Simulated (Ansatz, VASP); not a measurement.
## Cross-check of La2ZnNiI between VASP and Ansatz

One calculation is typed for both programs; each brings its own data sets and cutoff. How far apart do they land? The cell is invented: Sites of the La2Ni2I structure (space group 187) filled with other elements, volume scaled by an estimate. It may not be a known or stable phase.

Main program and level: Ansatz 0.2.0; plane waves, with VASP 6.6.1 beside it; relaxation of cell and atoms at PBE.

## (1) Set-up

The structure is hexagonal, space group P-6m2 (No. 187). The conventional cell has a = 4.241 Å, b = 4.241 Å, c = 9.114 Å, α = 90.00°, β = 90.00°, γ = 120.00°. Nearest to La lie 3 Ni at 3.09 Å and 3 Zn at 3.09 Å and 3 I at 3.62 Å. I has 6 La at 3.62 Å nearest. Zn has 3 Ni at 2.45 Å nearest. Nearest to Ni lie 3 Zn at 2.45 Å. Sites of the La2Ni2I structure (space group 187) filled with other elements, volume scaled by an estimate. Farther neighbours and most contacts between anions are not listed.

## (2) Ansatz: relaxation of cell and atoms, PBE

Ansatz runs on its default PAW (the set named soft_2) files.

The relaxed volume is the usual yardstick between codes: its relative difference is about their pressure difference at one cell divided by the bulk modulus.

Contents of input.yaml:

```yaml
crystal:
  lattice:
    - [4.241005, 0.0, 0.0]
    - [-2.120503, 3.672818, 0.0]
    - [0.0, 0.0, 9.114188]
  atoms:
    - { symbol: La, position: [0.0, 0.0, 0.20769344] }
    - { symbol: La, position: [0.0, 0.0, 0.79230656] }
    - { symbol: I, position: [0.66666667, 0.33333333, 0.5] }
    - { symbol: Zn, position: [0.66666667, 0.33333333, 0.0] }
    - { symbol: Ni, position: [0.33333333, 0.66666667, 0.0], spin: 1.0 }
hamiltonian:
  xc: pbe
  pseudopotentials: { kind: paw }
magnetization:
  spin_polarized: true
kpoints:
  mp_grid: { grid: [6, 6, 3] }
scf:
  occupations: { method: gaussian, width: 0.05 }
relax:
  f_tol: 0.01
  max_steps: 60
  cell: { stress_tol: 0.05 }
output:
  forces: true
  stress: true
```

Run with:

```sh
$ ansatz run input.yaml --threads 4 --pin off --max-ram 9216MiB --backend cpu --events-out ev --progress --plain --runs-dir out
```

Numbers of over 12 decimals in the logs are rounded to 6 here.

Log:

```text
Engine: ansatz 0.2.0, aarch64-unknown-linux-gnu
Pseudopotentials: kind: paw
Pseudopotential: La, paw, valence charge 11, recommended cutoff 420 eV (normal), La.paw.azcp
Pseudopotential: I, paw, valence charge 17, recommended cutoff 420 eV (normal), I.paw.azcp
Pseudopotential: Zn, paw, valence charge 12, recommended cutoff 420 eV (normal), Zn.paw.azcp
Pseudopotential: Ni, paw, valence charge 18, recommended cutoff 420 eV (normal), Ni.paw.azcp
Functional definition: PBE
  parameter kappa = 0.804
  parameter beta = 0.066725
  exchange = pbe_x(kappa = kappa, mu = beta*pi^2/3)
  correlation = pbe_c(beta = beta)
Crystal: 5 atoms, lattice volume = 141.967 Å³
Basis set: ecut = 420 eV, 2785 PW (Γ), exchange–correlation on 60×60×128 points (8 copies of the dense FFT grid, shifted against one another)
Bands: 42, of which v1, the nominal top of the filled ones, is band 35 counted from 1 (34 counted from 0)
Symmetry: 12 space group operations
Space group: P-6m2 (ITA 187), of the structure as read, at distance tolerance 5.2e-5 Å
Magnetic group: BNS 187.209 (UNI 1439), of the structure as read, at distance tolerance 5.2e-5 Å
k-points: 14 of 108 (time reversal used)
Non-local potential: La, projectors of the file, l = 0: 3, l = 1: 2, l = 2: 2, l = 3: 3
Non-local potential: I, projectors of the file, l = 0: 2, l = 1: 2, l = 2: 2, l = 3: 2
Non-local potential: Zn, projectors of the file, l = 0: 2, l = 1: 2, l = 2: 3, l = 3: 1
Non-local potential: Ni, projectors of the file, l = 0: 3, l = 1: 2, l = 2: 3, l = 3: 1
PAW form: soft (Blöchl's): semilocal exchange-correlation on the pseudo side does not see the compensation charge
PAW one-centre angular grid: La, 590 points (default); XC on 64 Gauss nodes
PAW one-centre angular grid: I, 590 points (default); XC on 64 Gauss nodes
PAW one-centre angular grid: Zn, 590 points (default); XC on 64 Gauss nodes
PAW one-centre angular grid: Ni, 590 points (default); XC on 64 Gauss nodes
Initial density: superposition of atomic densities (chi_scale 0.1, normalization cell, long waves kept (reshape's long-wave potential 0.74 eV rms))
Starting moments: Σ|m| = 1 μB on 1 of 5 sites
Initial wavefunctions: pseudopotential atomic-orbital guess
Functional: x = pbe(κ = 0.804, μ = 0.219515), c = pbe(β = 0.066725)
SCF iter   1: F=—  HF=-29209.931513 eV  |F-HF|=—  |Δ(HF+E_count)|=         —  Δρ=9.58e-2 (↑8.04e-2 ↓9.58e-2)  dr2=3.75e2  dr2_m=4.44e-1  M=1.047 μB ∫|m|=1.051 μB  β_m=0.30  ethr=3.10e-3  ⟨swp⟩=9.2  Hψ=5526  notcnv=0
Mixer restart at iter 1: flushing history
preconditioner: auto → Kerker (q_TF=auto, 2.419 Å⁻¹)  [metal: Δε(μ)=0.012 eV  Ē_g=8.687 eV  σ=0.050 eV  W_gap=0.14  n_scr=36 (ndim 8)  ℏωp=21.4 eV  f_vac=0.000  D(μ)=4.03/eV (n_scr^D=36)]
spin=Collinear: Kerker preconditioning applied to the charge; magnetization (m = ρ↑ − ρ↓) channel mixes plain (no charge-response kernel on spin).
SCF iter   2: F=—  HF=-29194.240163 eV  |F-HF|=—  |Δ(HF+E_count)|=    1.57e1  Δρ=5.93e-2 (↑5.56e-2 ↓5.93e-2)  dr2=2.36e2  dr2_m=3.21e-1  M=0.635 μB ∫|m|=0.718 μB  β_m=0.54  ethr=3.10e-3  ⟨swp⟩=8.8  Hψ=4397  notcnv=0  defer=70
SCF iter   3: F=—  HF=-29181.999795 eV  |F-HF|=—  |Δ(HF+E_count)|=    1.22e1  Δρ=9.60e-2 (↑6.65e-2 ↓9.60e-2)  dr2=3.66e1  dr2_m=3.19e-1  M=0.099 μB ∫|m|=0.202 μB  β_m=0.45  ethr=3.10e-3  ⟨swp⟩=10.2  Hψ=6469  notcnv=0  defer=70
SCF iter   4: F=—  HF=-29172.395712 eV  |F-HF|=—  |Δ(HF+E_count)|=    9.60e0  Δρ=6.51e-2 (↑6.40e-2 ↓6.51e-2)  dr2=1.80e1  dr2_m=9.39e-3  M=0.027 μB ∫|m|=0.521 μB  β_m=0.36  ethr=3.10e-3  ⟨swp⟩=8.7  Hψ=3641  notcnv=0  defer=92
SCF iter   5: F=—  HF=-29176.094271 eV  |F-HF|=—  |Δ(HF+E_count)|=    3.70e0  Δρ=1.48e-2 (↑1.48e-2 ↓1.39e-2)  dr2=3.79e0  dr2_m=4.96e-2  M=0.087 μB ∫|m|=0.221 μB  β_m=0.55  ethr=3.10e-3  ⟨swp⟩=7.4  Hψ=3224  notcnv=0  defer=73
SCF iter   6: F=—  HF=-29175.405448 eV  |F-HF|=—  |Δ(HF+E_count)|=   6.89e-1  Δρ=1.16e-2 (↑1.16e-2 ↓9.96e-3)  dr2=8.86e-1  dr2_m=8.45e-3  M=0.017 μB ∫|m|=0.079 μB  β_m=0.48  ethr=3.10e-3  ⟨swp⟩=6.0  Hψ=2513  notcnv=0  defer=72
SCF iter   7: F=—  HF=-29174.904213 eV  |F-HF|=—  |Δ(HF+E_count)|=         —  Δρ=1.81e-2 (↑1.74e-2 ↓1.81e-2)  dr2=1.89e0  dr2_m=2.42e-3  M=0.023 μB ∫|m|=0.051 μB  β_m=0.48  ethr=1.28e-3  ⟨swp⟩=7.0  Hψ=2570  notcnv=0  defer=72
SCF iter   8: F=—  HF=-29175.341415 eV  |F-HF|=—  |Δ(HF+E_count)|=   4.37e-1  Δρ=1.15e-2 (↑9.89e-3 ↓1.15e-2)  dr2=7.58e-1  dr2_m=2.40e-3  M=0.016 μB ∫|m|=0.048 μB  β_m=0.53  ethr=1.28e-3  ⟨swp⟩=4.8  Hψ=1862  notcnv=0  defer=62
SCF iter   9: F=—  HF=-29175.458858 eV  |F-HF|=—  |Δ(HF+E_count)|=   1.17e-1  Δρ=5.70e-3 (↑3.56e-3 ↓5.70e-3)  dr2=2.01e-1  dr2_m=2.02e-3  M=0.010 μB ∫|m|=0.039 μB  β_m=0.68  ethr=1.10e-3  ⟨swp⟩=4.8  Hψ=1778  notcnv=0  defer=64
SCF iter  10: F=—  HF=-29175.450169 eV  |F-HF|=—  |Δ(HF+E_count)|=   8.69e-3  Δρ=3.24e-3 (↑3.24e-3 ↓2.31e-3)  dr2=5.11e-2  dr2_m=4.65e-4  M=0.001 μB ∫|m|=0.012 μB  β_m=0.84  ethr=2.91e-4  ⟨swp⟩=6.3  Hψ=2456  notcnv=0  defer=76
SCF iter  11: F=—  HF=-29175.457545 eV  |F-HF|=—  |Δ(HF+E_count)|=   7.38e-3  Δρ=9.25e-4 (↑9.25e-4 ↓5.96e-4)  dr2=5.94e-3  dr2_m=1.19e-4  M=0.001 μB ∫|m|=0.007 μB  β_m=0.82  ethr=7.41e-5  ⟨swp⟩=5.7  Hψ=2196  notcnv=0  defer=70
[...]
SCF iter  21: F=-29175.457287 eV  HF=-29175.457287 eV  |F-HF|=2.77e-9  |Δ(HF+E_count)|=  4.87e-10  Δρ=7.90e-7 (↑7.65e-7 ↓7.90e-7)  dr2=3.09e-9  dr2_m=6.55e-13  M=-0.000 μB ∫|m|=0.000 μB  ethr=1.73e-12  ⟨swp⟩=2.0  Hψ=3974  notcnv=0
WARN: the starting moments were not kept: the SCF closed with an absolute magnetisation of 5.3e-6 μB, where they sum to 1 μB in size (1 site). That is at most 0.1 of that sum. Measured as dr2_m measures the in/out step, that magnetisation stands 1.2e-12 eV from none, at or under the dr2_threshold of 1.0e-7 eV: it is no larger than a step whose dr2_m would equal this threshold. The system may hold no moment; this SCF  [...]
SCF 1 converged in 21 iterations: F = -29175.457287 eV  dr2 = 3.09e-9
  greatest PAW one-centre occupation: 1.000 electrons in one spin orbital (limit 2), on the Ni atom at site 4 (counted from 0), in its partial waves of l = 1
relax step   1: F+E_penalty+E_count = -29175.45728672 eV  Δ(F+E_penalty+E_count) = +0.000e0 eV  max|allowed force component| = 9.249e-2 eV/Å  Δτ_max = 0.0000 Å  P = -0.294 GPa  Ω = 141.967 Å³  (21 SCF iters, dr2 threshold 1.00e-7 eV, accepted)
[...]
relax step   2: F+E_penalty+E_count = -29175.48172970 eV  Δ(F+E_penalty+E_count) = -2.444e-2 eV  max|allowed force component| = 2.610e-1 eV/Å  Δτ_max = 0.0152 Å  P = +0.443 GPa  Ω = 140.340 Å³  energy of the carried Pulay correction = +2.131e-4 eV  (11 SCF iters, dr2 threshold 5.00e-7 eV, accepted)
[...]
relax step   3: F+E_penalty+E_count = -29175.48733739 eV  Δ(F+E_penalty+E_count) = -5.608e-3 eV  max|allowed force component| = 6.810e-2 eV/Å  Δτ_max = 0.0430 Å  P = +0.250 GPa  Ω = 139.342 Å³  energy of the carried Pulay correction = +3.450e-4 eV  (10 SCF iters, dr2 threshold 5.00e-7 eV, accepted)
[...]
relax step   4: F+E_penalty+E_count = -29175.48892101 eV  Δ(F+E_penalty+E_count) = -1.584e-3 eV  max|allowed force component| = 4.719e-3 eV/Å  Δτ_max = 0.0129 Å  P = +0.081 GPa  Ω = 140.219 Å³  energy of the carried Pulay correction = +2.290e-4 eV  (8 SCF iters, dr2 threshold 2.90e-7 eV, accepted)
[...]
relax step   5: F+E_penalty+E_count = -29175.48897863 eV  Δ(F+E_penalty+E_count) = -5.762e-5 eV  max|allowed force component| = 3.957e-3 eV/Å  Δτ_max = 0.0016 Å  P = +0.018 GPa  Ω = 140.437 Å³  energy of the carried Pulay correction = +2.003e-4 eV  (8 SCF iters, dr2 threshold 2.99e-8 eV, accepted)
[...]
relax step   6: F+E_penalty+E_count = -29175.48876191 eV  Δ(F+E_penalty+E_count) = +2.167e-4 eV  max|allowed force component| = 3.945e-3 eV/Å  Δτ_max = 0.0000 Å  P = +0.018 GPa  Ω = 140.437 Å³  stress off target by 2.16e-2 GPa  SCF on the basis re-selected at this cell (its energy is not comparable with the rows above)  (10 SCF iters)
basis re-selected at this cell: Δ(F+E_penalty+E_count) = +2.167e-4 eV, ΔP = +0.000 GPa vs the last step (what re-selecting the basis moved, of the pressure what is left beyond the Pulay correction that the steps carried, after the strain that the cell walked since its last selection, with what the two solves' SCF thresholds leave and, on support functions, any second-order correction that the steps lacked; it is no measure of the basis error at this ecutwfc). The dense FFT grid was sized anew with the basis: this SCF ran on 30×30×60 points, the steps before it on 30×30×64, so part of this shift can come from that change (see relax.cell in the input reference). [rest of the remark cut]
SCF converged after 10 iterations
Magnetization: -0.0000 μB (34.5000 up, 34.5000 down)
Absolute magnetization: 0.0000 μB (∫|ρ↑−ρ↓|, with the PAW one-centre terms)
Spin contamination: 0.0000 ħ² per cell (⟨S²⟩ above its minimum at these occupations)
Per-site moments (μB) at R_I (Å): [(-8.158411285393353e-9, 1.273617), (-8.158411329586224e-9, 1.273617), (-1.578485601605956e-10, 1.471474), (-5.051493135723768e-9, 1.020060), (-4.1640325310479315e-10, 1.020060)]
Free energy (F): -29175.488762 eV
Harris-Foulkes:  -29175.488762 eV  (|F-HF|=2.18e-11)
Internal energy: -29175.485242 eV  (E = F + TS)
E sigma→0 (E₀):  -29175.487002 eV
Entropy (-TS):   -0.003520 eV (-0.704 meV/atom)
Fermi energy:    10.892994 eV
--- Per-component energies (eV) ---
  E_band       = -792.916069
  E_kinetic    = 987.236633
  E_local      = -10857.184562  (includes V_loc(G=0)·N_el)
  E_nonlocal   = 1343.856501
  E_hartree    = 4888.722241
  E_xc         = -629.578675
  E_vxc        = -586.004069  (∫ρ·V_xc dr)
  E_paw        = -19101.975148  (= ΣΔE_a)
  E_vpaw       = -1458.264677  (= ΣTr[D̂ρ^β])
  E_aug_tail   = 0.000159  (compensation charges beyond the density's cutoff)
  E_ewald      = -5806.562390
  E_smearing   = -0.003520  (= −TS)
  E_closure    = 0.000000  (closes the sum)
  Σ components = -29175.488762   (vs F -29175.488762, Δ=0.00e0)
--- Forces (eV/Å), atoms counted from 1 ---
  atom   1  La     0.00000000     0.00000000     0.00394477
  atom   2  La     0.00000000     0.00000000    -0.00394477
  atom   3  I      0.00000000    -0.00000000     0.00000000
  atom   4  Zn    -0.00000000    -0.00000000     0.00000000
  atom   5  Ni     0.00000000    -0.00000000     0.00000000
  max |Σ_I F_I| component: 5.12e-17 eV/Å
--- Stress (GPa, compression-positive) ---
        0.021632       0.000000       0.000000
        0.000000       0.021632       0.000000
        0.000000       0.000000       0.011331
  P = ⅓ Tr σ = 0.0182 GPa (0.182 kbar)
--- Relaxed structure (5 steps of the walk, 5 accepted, 1 SCFs on fresh bases) ---
  F+E_penalty+E_count = -29175.48876191 eV   max|allowed force component| = 3.945e-3 eV/Å   (the final SCF, on the basis selected at the relaxed cell)
  cell:  # Å, volume = 140.4369 Å³
    - [4.283143, 2.9154335189013703e-7, 0.0]
    - [-2.141572, 3.709310, 0.0]
    - [0.0, 0.0, 8.839454]
  atoms:
    - { symbol: La, position: [1.7763568307148546e-17, -3.7007434119706026e-17, 0.209148] }
    - { symbol: La, position: [1.7763568307148546e-17, -3.7007434119706026e-17, 0.790852] }
    - { symbol: I, position: [0.666667, 0.333333, 0.500000] }
    - { symbol: Zn, position: [0.666667, 0.333333, 0.0] }
    - { symbol: Ni, position: [0.333333, 0.666667, 0.0] }
```

The job ended after 44 s (4 threads of Arm Neoverse V2, shared host; peak memory 0.58 GiB).

(Part 1 of 2 ends here.)

[Lines on the potential files, build, host, timing and source positions are cut from VASP's logs without a mark.]

[Logs are printed without paths, hosts, clocks, repeated set-up lines and the standing remarks that a program may print on its own settings, such as how far it seeks lower states.]

[Hosts, paths, dates, database ids (printed as entryN), source tags and the programs' standing remarks are cut or masked in the printed files.]
